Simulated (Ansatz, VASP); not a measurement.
One calculation of TaBi, two programs

```
Ta Bi
1.0
     0.00000    2.18452    2.18452
     2.18452    0.00000    2.18452
     2.18452    2.18452    0.00000
Ta Bi
1 1
Direct
  0.00000 0.00000 0.00000
  0.50000 0.50000 0.50000
```

Change from the starting cell: volume scaled by 0.45, PAW files.

Alike in both runs: task single point; functional LDA; k mesh 11 × 11 × 11; occupations fermi-dirac, width 0.08 eV; no spin polarisation.

```csv
,VASP,Ansatz
version,VASP 6.6.1,Ansatz 0.2.0
potentials or method,"VASP PAW LDA potentials, release 64 (Ta_pv, Bi_d)","PAW with Ansatz's default frozen-core files, scalar-relativistic"
plane-wave cutoff (eV),520,420
valence electrons in the cell,26,28
```

```csv
,VASP,Ansatz,Ansatz less VASP
pressure (GPa),552.4,543.2,-9.16
```

The two sets of potentials don't hold the same shells in valence.

Caveats: the cell as given lies far from equilibrium; so large a pressure means that the cell lies far from this level's equilibrium, or that cutoff or potentials fall short (VASP).
